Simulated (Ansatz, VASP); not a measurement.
# Cross-check of SnMo (CsCl type (invented)) between VASP and Ansatz

Wanted: the spread between two codes on one cell, functional and k mesh. The cell is generated by rule, not measured, and may not be a known phase. The cell is taken from a series of runs on this material, whose earlier steps may have relaxed, scaled, displaced or heated it; both programs get it as it stands.

Program: Ansatz 0.2.0. Level of theory: plane waves, with VASP 6.6.1 beside it; relaxation of cell and atoms at PBEsol. Results are calculated unless marked as measured.

## 1. Starting point

The structure is cubic, space group Pm-3m (No. 221). The conventional cell has a = 3.293 Å, b = 3.293 Å, c = 3.293 Å, α = 90.00°, β = 90.00°, γ = 90.00°. Nearest to Mo lie 8 Sn at 2.85 Å. Nearest to Sn lie 8 Mo at 2.85 Å. Farther neighbours are not listed.

## 2. Ansatz: relaxation of cell and atoms, PBEsol

Ansatz runs on its default PAW (the set named soft_2) files.

The relaxed volume is the usual yardstick between codes: in a stiff, nearly cubic crystal its relative difference is about their pressure difference at one cell divided by the bulk modulus.

The input, input.yaml:

```yaml
crystal:
  lattice:
    - [3.2928916193, 0.0, 0.0]
    - [0.0, 3.2928916193, 0.0]
    - [0.0, 0.0, 3.2928916193]
  atoms:
    - { symbol: Mo, position: [0.0, 0.0, 0.0] }
    - { symbol: Sn, position: [0.5, 0.5, 0.5] }
kpoints:
  mp_grid: { grid: [12, 12, 12] }
hamiltonian:
  xc: pbesol
scf:
  occupations: { method: gaussian, width: 0.1 }
output:
  forces: true
  stress: true
  eigenvalues: true
  write_density: true
  write_potential: true
  elf: true
  volumetric_format: npy
relax:
  adjacent_minimum: "off"
  f_tol: 0.005
  max_steps: 80
  cell: { stress_tol: 0.05 }
```

Command:

```console
$ ansatz run input.yaml --threads 2 --pin off --max-ram 5120MiB --backend cpu --events-out ev --progress --plain --runs-dir out
```

Numbers of over 12 decimals in the logs are rounded to 6 here.

What it wrote:

```text
Engine: ansatz 0.2.0, aarch64-unknown-linux-gnu
Pseudopotentials: kind: paw
Pseudopotential: Mo, paw, valence charge 14, recommended cutoff 420 eV (normal), Mo.paw.azcp
Pseudopotential: Sn, paw, valence charge 14, recommended cutoff 420 eV (normal), Sn.paw.azcp
Functional definition: PBEsol
  exchange = pbesol_x
  correlation = pbesol_c
Crystal: 2 atoms, lattice volume = 35.705 Å³
Basis set: ecut = 420 eV, 739 PW (Γ), exchange–correlation on 48×48×48 points (8 copies of the dense FFT grid, shifted against one another)
Bands: 18, of which v1, the nominal top of the filled ones, is band 14 counted from 1 (13 counted from 0)
Symmetry: 48 space group operations
Space group: Pm-3m (ITA 221), of the structure as read, at distance tolerance 3.3e-5 Å
k-points: 84 of 1728
Non-local potential: Mo, projectors of the file, l = 0: 3, l = 1: 2, l = 2: 2, l = 3: 1
Non-local potential: Sn, projectors of the file, l = 0: 2, l = 1: 2, l = 2: 2, l = 3: 2
PAW form: soft (Blöchl's): semilocal exchange-correlation on the pseudo side does not see the compensation charge
PAW frozen core: Mo, regenerated for the run's functional, and the local potential with it (the file was generated under x = pbe(κ = 0.804, μ = 0.219515), c = pbe(β = 0.066725))
PAW frozen core: Sn, regenerated for the run's functional, and the local potential with it (the file was generated under x = pbe(κ = 0.804, μ = 0.219515), c = pbe(β = 0.066725))
PAW one-centre angular grid: Mo, 590 points (default); XC on 64 Gauss nodes
PAW one-centre angular grid: Sn, 590 points (default); XC on 64 Gauss nodes
Initial density: superposition of atomic densities (neutral atoms: chi_scale 0, normalization atom), corrected by the library's trained network
Initial wavefunctions: pseudopotential atomic-orbital guess
Functional: x = pbesol(κ = 0.804, μ = 0.123457), c = pbesol(β = 0.046)
SCF iter   1: F=—  HF=-10846.574430 eV  |F-HF|=—  |Δ(HF+E_count)|=         —  Δρ=1.30e-2  dr2=8.84e-2  ethr=1.77e-3  ⟨swp⟩=5.6  Hψ=7377  notcnv=0
preconditioner: auto → none  [metal: Δε(μ)=0.017 eV  Ē_g=15.517 eV  σ=0.100 eV  W_gap=0.10  n_scr=6 (ndim 8)  ℏωp=27.8 eV  f_vac=0.000  D(μ)=2.95/eV (n_scr^D=32)  sad-step TF]
SCF iter   2: F=—  HF=-10846.563441 eV  |F-HF|=—  |Δ(HF+E_count)|=   1.10e-2  Δρ=8.29e-3  dr2=4.18e-2  ethr=3.16e-4  ⟨swp⟩=1.0  Hψ=2186  notcnv=0
SCF iter   3: F=—  HF=-10846.553815 eV  |F-HF|=—  |Δ(HF+E_count)|=   9.63e-3  Δρ=1.04e-3  dr2=2.66e-4  ethr=1.49e-4  ⟨swp⟩=2.0  Hψ=2055  notcnv=0  defer=1
SCF iter   4: F=—  HF=-10846.553666 eV  |F-HF|=—  |Δ(HF+E_count)|=   1.49e-4  Δρ=3.94e-4  dr2=3.63e-5  ethr=9.51e-7  ⟨swp⟩=2.0  Hψ=2332  notcnv=0  defer=1
SCF iter   5: F=—  HF=-10846.553658 eV  |F-HF|=—  |Δ(HF+E_count)|=   8.35e-6  Δρ=8.85e-5  dr2=1.02e-6  ethr=1.30e-7  ⟨swp⟩=2.1  Hψ=2269  notcnv=0  defer=1
SCF iter   6: F=-10846.553658 eV  HF=-10846.553658 eV  |F-HF|=1.06e-9  |Δ(HF+E_count)|=   1.70e-7  Δρ=9.52e-6  dr2=1.17e-8  ethr=3.57e-10  ⟨swp⟩=10.3  Hψ=10635  notcnv=0
SCF 1 converged in 6 iterations: F = -10846.553658 eV  dr2 = 1.17e-8
  greatest PAW one-centre occupation: 0.999 electrons in one spin orbital (limit 2), on the Mo atom at site 0 (counted from 0), in its partial waves of l = 0
relax step   1: F+E_penalty+E_count = -10846.55365776 eV  Δ(F+E_penalty+E_count) = +0.000e0 eV  max|allowed force component| = 3.113e-28 eV/Å  Δτ_max = 0.0000 Å  P = -1.401 GPa  Ω = 35.705 Å³  (6 SCF iters, dr2 threshold 1.00e-7 eV, accepted)
[...]
relax step   2: F+E_penalty+E_count = -10846.54710382 eV  Δ(F+E_penalty+E_count) = +6.554e-3 eV  max|allowed force component| = 2.104e-29 eV/Å  Δτ_max = 0.0000 Å  P = +3.744 GPa  Ω = 34.676 Å³  energy of the carried Pulay correction = +5.533e-4 eV  (6 SCF iters, dr2 threshold 2.00e-7 eV, rejected (line search))
[...]
relax step   3: F+E_penalty+E_count = -10846.55511290 eV  Δ(F+E_penalty+E_count) = -1.455e-3 eV  max|allowed force component| = 1.972e-30 eV/Å  Δτ_max = 0.0000 Å  P = -0.048 GPa  Ω = 35.419 Å³  energy of the carried Pulay correction = +1.522e-4 eV  (6 SCF iters, accepted)
[...]
relax step   4: F+E_penalty+E_count = -10846.55496512 eV  Δ(F+E_penalty+E_count) = +1.478e-4 eV  max|allowed force component| = 3.813e-30 eV/Å  Δτ_max = 0.0000 Å  P = -0.047 GPa  Ω = 35.419 Å³  stress off target by 4.74e-2 GPa  SCF on the basis re-selected at this cell (its energy is not comparable with the rows above)  (8 SCF iters)
basis re-selected at this cell: Δ(F+E_penalty+E_count) = +1.478e-4 eV, ΔP = +0.001 GPa vs the last step (what re-selecting the basis moved, of the pressure what is left beyond the Pulay correction that the steps carried, after the strain that the cell walked since its last selection, with what the two solves' SCF thresholds leave and, on support functions, any second-order correction that the steps lacked; it is no m [...]
SCF converged after 8 iterations
Free energy (F): -10846.554965 eV
Harris-Foulkes:  -10846.554965 eV  (|F-HF|=1.82e-12)
Internal energy: -10846.539390 eV  (E = F + TS)
E sigma→0 (E₀):  -10846.547178 eV
Entropy (-TS):   -0.015575 eV (-7.787 meV/atom)
Fermi energy:    17.858332 eV
--- Per-component energies (eV) ---
  E_band       = -75.126195
  E_kinetic    = 633.075899
  E_local      = -1396.014133  (includes V_loc(G=0)·N_el)
  E_nonlocal   = 116.926000
  E_hartree    = 701.709303
  E_xc         = -562.173714
  E_vxc        = -326.446108  (∫ρ·V_xc dr)
  E_paw        = -7212.997379  (= ΣΔE_a)
  E_vpaw       = -506.086487  (= ΣTr[D̂ρ^β])
  E_aug_tail   = 0.000027  (compensation charges beyond the density's cutoff)
  E_ewald      = -3127.559532
  E_core_change = 0.494139  (= ΣΔE_core)
  E_smearing   = -0.015575  (= −TS)
  E_closure    = 0.000000  (closes the sum)
  Σ components = -10846.554965   (vs F -10846.554965, Δ=0.00e0)
--- Forces (eV/Å), atoms counted from 1 ---
  atom   1  Mo    -0.00000000     0.00000000    -0.00000000
  atom   2  Sn    -0.00000000     0.00000000     0.00000000
  max |Σ_I F_I| component: 9.20e-30 eV/Å
--- Stress (GPa, compression-positive) ---
       -0.047357       0.000000      -0.000000
        0.000000      -0.047357      -0.000000
       -0.000000      -0.000000      -0.047357
  P = ⅓ Tr σ = -0.0474 GPa (-0.474 kbar)
--- Band table (eV; the first three rows and the last of 84) ---
  k-point 0: bands = [... 10 lower, 15.3258, 15.3258, 18.7821, 18.7821, 18.7821, 20.6982, 20.6982, 20.6982]
  k-point 1: bands = [... 10 lower, 15.2825, 15.3476, 18.4040, 18.4040, 18.7806, 20.2567, 21.1876, 21.1876]
  k-point 2: bands = [... 10 lower, 15.0218, 15.4086, 17.7465, 17.7465, 18.7765, 19.5236, 22.1833, 22.1833]
  k-point 83: bands = [... 10 lower, 12.9516, 12.9516, 14.4404, 20.1182, 20.1182, 21.5681, 21.5681, 21.5681]
--- Relaxed structure (3 steps of the walk, 2 accepted, 1 SCFs on fresh bases) ---
  F+E_penalty+E_count = -10846.55496512 eV   max|allowed force component| = 3.813e-30 eV/Å   (the final SCF, on the basis selected at the relaxed cell)
  cell:  # Å, volume = 35.4190 Å³
    - [3.284068, 0, 0]
    - [0, 3.284068, 0.0]
    - [0, 0.0, 3.284068]
  atoms:
    - { symbol: Mo, position: [0, 0, 0] }
    - { symbol: Sn, position: [0.5, 0.5, 0.5] }
```

Reading the cycles: dr2 is the Hartree energy of the density residual (eV), the measure of convergence; HF is the Harris–Foulkes estimate of the energy, which meets the free energy F at convergence.

## 3. VASP: relaxation of cell and atoms, PBEsol

The same cell, functional, mesh and smearing now go to VASP, with its own data sets.

Lines of VASP's logs that name or quote its potential files are left out, and so is its time.

The input, INCAR:

```
SYSTEM = SnMo
PREC = Accurate
ENCUT = 500
EDIFF = 1E-07
NELM = 120
ISMEAR = 0
SIGMA = 0.1
LREAL = .FALSE.
ALGO = Normal
GGA = PS
NBANDS = 20
LASPH = .TRUE.
LORBIT = 11
LWAVE = .FALSE.
LCHARG = .FALSE.
ISIF = 3
IBRION = 2
NSW = 80
EDIFFG = -0.005
GGA_COMPAT = .FALSE.
NELMIN = 4
```

The input, POSCAR:

```
SnMo
1.0
    3.2928920000      0.0000000000      0.0000000000
    0.0000000000      3.2928920000      0.0000000000
    0.0000000000      0.0000000000      3.2928920000
Mo Sn
1 1
Direct
    0.0000000000      0.0000000000      0.0000000000
    0.5000000000      0.5000000000      0.5000000000
```

The input, KPOINTS:

```
Automatic mesh
0
Gamma
12 12 12
0 0 0
```

PAW data sets: Mo_sv and Sn_d (PBE family, release 64).

Command:

```console
$ mpirun -np 1 vasp_std
```

What it wrote:

```text
[banner, memory and clock lines left out]
running    1 mpi-ranks, on    1 nodes
 distrk:  each k-point on    1 cores,    1 groups
 distr:  one band on    1 cores,    1 groups

 POSCAR found type information on POSCAR MoSn
 POSCAR found :  2 types and       2 ions
|                                                                             |
|               ----> ADVICE to this user running VASP <----                  |
|                                                                             |
|     You enforced a specific xc type in the INCAR file but a different       |
|     [... a line on the potential file left out ...]
|     I HOPE YOU KNOW WHAT YOU ARE DOING!                                     |
|                                                                             |

 LDA part: xc-table for (Slater+PW92), standard interpolation
 POSCAR, INCAR and KPOINTS ok, starting setup
 FFT: planning ... GRIDC
 FFT: planning ... GRID_SOFT
 FFT: planning ... GRID
 WAVECAR not read
 entering main loop
       N       E                     dE             d eps       ncg     rms          rms(c)
DAV:   1     0.257463527293E+03    0.25746E+03   -0.14429E+04  3532   0.205E+03
DAV:   2     0.159029027901E+01   -0.25587E+03   -0.24897E+03  3476   0.509E+02
DAV:   3    -0.156896389303E+02   -0.17280E+02   -0.16743E+02  3820   0.118E+02
DAV:   4    -0.160960123567E+02   -0.40637E+00   -0.40449E+00  3832   0.179E+01
DAV:   5    -0.161046176949E+02   -0.86053E-02   -0.86040E-02  3992   0.287E+00    0.129E+01
DAV:   6    -0.154354412882E+02    0.66918E+00   -0.28798E+00  3468   0.118E+01    0.247E+00
DAV:   7    -0.153627574124E+02    0.72684E-01   -0.20528E-01  4360   0.539E+00    0.210E+00
DAV:   8    -0.153424281952E+02    0.20329E-01   -0.43524E-02  4472   0.240E+00    0.206E-01
DAV:   9    -0.153413767472E+02    0.10514E-02   -0.22832E-03  4120   0.690E-01    0.720E-02
DAV:  10    -0.153412501549E+02    0.12659E-03   -0.18503E-04  4168   0.175E-01    0.287E-02
DAV:  11    -0.153412495919E+02    0.56299E-06   -0.55834E-06  4336   0.213E-02    0.632E-03
DAV:  12    -0.153412500427E+02   -0.45082E-06   -0.73531E-07  4320   0.101E-02    0.155E-03
DAV:  13    -0.153412499089E+02    0.13379E-06   -0.25761E-08  2160   0.148E-03    0.411E-04
DAV:  14    -0.153412499032E+02    0.57103E-08   -0.39853E-09  2060   0.582E-04
   1 F= -.15341250E+02 E0= -.15333471E+02  d E =-.153412E+02
 curvature:   0.00 expect dE= 0.000E+00 dE for cont linesearch  0.000E+00
 trial: gam= 0.00000 g(F)=  0.000E+00 g(S)=  0.520E-02 ort = 0.000E+00 (trialstep = 0.100E+01)
 search vector abs. value=  0.520E-02
 bond charge predicted
       N       E                     dE             d eps       ncg     rms          rms(c)
DAV:   1    -0.154828471472E+02   -0.14160E+00   -0.28735E+00  4340   0.232E+01    0.323E+00
DAV:   2    -0.153551648533E+02    0.12768E+00   -0.39358E-01  3552   0.646E+00    0.747E-01
DAV:   3    -0.153424540588E+02    0.12711E-01   -0.24207E-02  4216   0.220E+00    0.366E-01
DAV:   4    -0.153395093038E+02    0.29448E-02   -0.80379E-03  4432   0.132E+00    0.196E-01
DAV:   5    -0.153393269192E+02    0.18238E-03   -0.49141E-04  3520   0.208E-01    0.261E-02
DAV:   6    -0.153393265130E+02    0.40618E-06   -0.13297E-05  4416   0.315E-02    0.114E-02
DAV:   7    -0.153393276159E+02   -0.11029E-05   -0.10986E-06  4384   0.115E-02    0.115E-03
DAV:   8    -0.153393274202E+02    0.19570E-06   -0.76686E-08  2128   0.336E-03    0.439E-04
DAV:   9    -0.153393273842E+02    0.35998E-07   -0.17208E-08  1816   0.125E-03
   2 F= -.15339327E+02 E0= -.15331543E+02  d E =0.192252E-02
 trial-energy change:    0.001923  1 .order    0.001985   -0.005199    0.009170
 step:   0.3679(harm=  0.3618)  dis= 0.00000  next Energy=   -15.342210 (dE=-0.960E-03)
 bond charge predicted
       N       E                     dE             d eps       ncg     rms          rms(c)
DAV:   1    -0.154003219032E+02   -0.60994E-01   -0.11690E+00  4324   0.152E+01    0.192E+00
DAV:   2    -0.153494279084E+02    0.50894E-01   -0.17854E-01  3520   0.411E+00    0.463E-01
DAV:   3    -0.153436729807E+02    0.57549E-02   -0.11528E-02  4268   0.141E+00    0.219E-01
DAV:   4    -0.153423199243E+02    0.13531E-02   -0.38306E-03  4292   0.922E-01    0.863E-02
DAV:   5    -0.153422284337E+02    0.91491E-04   -0.27116E-04  4056   0.181E-01    0.261E-02
DAV:   6    -0.153422183529E+02    0.10081E-04   -0.21853E-05  4752   0.462E-02    0.701E-03
DAV:   7    -0.153422171371E+02    0.12157E-05   -0.13493E-06  4920   0.105E-02    0.973E-04
DAV:   8    -0.153422173029E+02   -0.16572E-06   -0.31081E-08  1980   0.161E-03    0.531E-04
DAV:   9    -0.153422173295E+02   -0.26669E-07   -0.67850E-09  1804   0.107E-03
   3 F= -.15342217E+02 E0= -.15334444E+02  d E =-.967426E-03
 curvature:  -0.18 expect dE=-0.257E-08 dE for cont linesearch -0.257E-08
 trial: gam= 0.00000 g(F)=  0.852E-64 g(S)=  0.142E-07 ort =-0.860E-05 (trialstep = 0.874E+00)
 search vector abs. value=  0.143E-07
 reached required accuracy - stopping structural energy minimisation
```

Parts of OUTCAR (step 3):

```text
ion  position               nearest neighbor table
   1  0.000  0.000  0.000-   2 2.85   2 2.85   2 2.85   2 2.85   2 2.85   2 2.85   2 2.85   2 2.85

  LATTYP: Found a simple cubic cell.
 ALAT       =     3.2928920000

 Subroutine GETGRP returns: Found 48 space group operations
 (whereof 48 operations were pure point group operations)

The static configuration has the point symmetry O_h .

 Found     84 irreducible k-points:

   k-points           NKPTS =     84   k-points in BZ     NKDIM =     84   number of bands    NBANDS=     20

   dimension x,y,z NGX =    24 NGY =   24 NGZ =   24
   dimension x,y,z NGXF=    48 NGYF=   48 NGZF=   48

   ENCUT  =  500.0 eV  36.75 Ry    6.06 a.u.   6.00  6.00  6.00*2*pi/ulx,y,z

   NELECT =      28.0000    total number of electrons

 k-points in reciprocal lattice and weights: Automatic mesh
   0.00000000  0.00000000  0.00000000       0.001
   0.08333333  0.00000000  0.00000000       0.003
   0.16666667  0.00000000  0.00000000       0.003
   0.25000000  0.00000000  0.00000000       0.003
   0.33333333  0.00000000  0.00000000       0.003
   0.41666667  0.00000000  0.00000000       0.003
   0.50000000  0.00000000  0.00000000       0.002
   0.08333333  0.08333333  0.00000000       0.007
   0.16666667  0.08333333  0.00000000       0.014
[...]
0.50000000  0.50000000  0.41666667       0.003
   0.50000000  0.50000000  0.50000000       0.001

 average (electrostatic) potential at core
       1 -69.1484       2 -94.4241

 E-fermi :  11.9765

 k-point     1 :       0.0000    0.0000    0.0000
  band No.  band energies     occupation
    ...
      8      -9.0249      2.00000
      9      -9.0249      2.00000
     10       0.6120      2.00000
     11       9.4462      2.00000
     12       9.4462      2.00000
     13      12.9004      0.00000
     14      12.9004      0.00000
     15      12.9004      0.00000
     16      14.8114      0.00000
     17      14.8114      0.00000
    ...

 k-point     2 :       0.0833    0.0000    0.0000
  band No.  band energies     occupation
    ...
      8      -9.0275      2.00000
      9      -9.0241      2.00000
     10       0.7254      2.00000
     11       9.4030      2.00000
     12       9.4680      2.00000
     13      12.5218      0.00000
     14      12.5218      0.00000
     15      12.8988      0.00000
     16      14.3694      0.00000
     17      15.3011      0.00000
    ...

 k-point     3 :       0.1667    0.0000    0.0000
  band No.  band energies     occupation
    ...
     10       1.0613      2.00000
     11       9.1422      2.00000
     12       9.5288      2.00000
     13      11.8641      1.88799
     14      11.8641      1.88799
     15      12.8944      0.00000
     16      13.6361      0.00000
     17      16.2970      0.00000
     18      16.2970      0.00000
     19      21.6927      0.00000
    ...

  Total        0.0004433      0.0004433      0.0004433     -0.0000000      0.0000000      0.0000000
  in kB        0.0200365      0.0200365      0.0200365     -0.0000000      0.0000000      0.0000000
  external PRESSURE =       0.0200365 kB  Pullay stress =       0.0000000 kB

  energy-cutoff  :      500.00
  volume of cell :       35.45
      direct lattice vectors                 reciprocal lattice vectors
     3.285058531 -0.000000000 -0.000000000     0.304408579  0.000000000  0.000000000
    -0.000000000  3.285058531  0.000000000     0.000000000  0.304408579  0.000000000
    -0.000000000  0.000000000  3.285058531     0.000000000  0.000000000  0.304408579

 POSITION                                       TOTAL-FORCE (eV/Angst)
 -----------------------------------------------------------------------------------
      0.00000      0.00000      0.00000         0.000000      0.000000      0.000000
      1.64253      1.64253      1.64253        -0.000000      0.000000      0.000000
 -----------------------------------------------------------------------------------
    total drift:                                0.000000      0.000000     -0.000000

  FREE ENERGIE OF THE ION-ELECTRON SYSTEM (eV)
  ---------------------------------------------------
  free  energy   TOTEN  =       -15.3422173295 eV

  energy  without entropy=      -15.3266715490  energy(sigma->0) =      -15.33444444

 reached required accuracy - stopping structural energy minimisation

 total charge
# of ion       s       p       d       tot
------------------------------------------
    1        2.259   6.114   4.054  12.427
    2        1.110   1.349  10.074  12.533
--------------------------------------------------
tot          3.369   7.463  14.128  24.960

[... 3 further parts left out ...]
```

CONTCAR:

```
SnMo
   1.00000000000000
     3.2850585305444717   -0.0000000000000000   -0.0000000000000000
    -0.0000000000000000    3.2850585305444717    0.0000000000000000
    -0.0000000000000000    0.0000000000000000    3.2850585305444717
  Mo              Sn
     1     1
Direct
     0.0000000000000000    0.0000000000000000    0.0000000000000000
     0.5000000000000000    0.5000000000000000    0.5000000000000000
```

## 4. Differences

Known differences besides the potentials themselves: the cutoff is 420 eV in Ansatz and 500 eV in VASP; Ansatz makes its cores anew for this functional, VASP keeps those of its PBE data sets; Ansatz adds a Pulay correction to the stress that steers its cell, VASP none. Total energies have different zeros and are not compared.

The two programs side by side:

```tsv
quantity	Ansatz	VASP	difference
volume (Å³)	35.42	35.45	-0.09 %
edge a after relaxation, in the typed setting (Å)	3.284	3.285	-0.03 %
```

## 5. Summary of results

| Property | Result |
| --- | --- |
| difference in volume (relaxation of cell and atoms, PBEsol) | -0.090 % |

In words: The difference in volume is -0.090 % (relaxation of cell and atoms, PBEsol), within the 1.2 % picked in this series as the mark of a large difference, as far as the stopping tolerances let one tell. 1 further run of this series is not shown here. How closely two codes agree says nothing of how well the functional describes the real material.

[Lines on the potential files, build, host, timing and source positions are cut from VASP's logs without a mark.]

[Logs are printed without paths, hosts, clocks, repeated set-up lines and the standing remarks that a program may print on its own settings, such as how far it seeks lower states.]

[Hosts, paths, dates, database ids (printed as entryN), source tags and the programs' standing remarks are cut or masked in the printed files.]
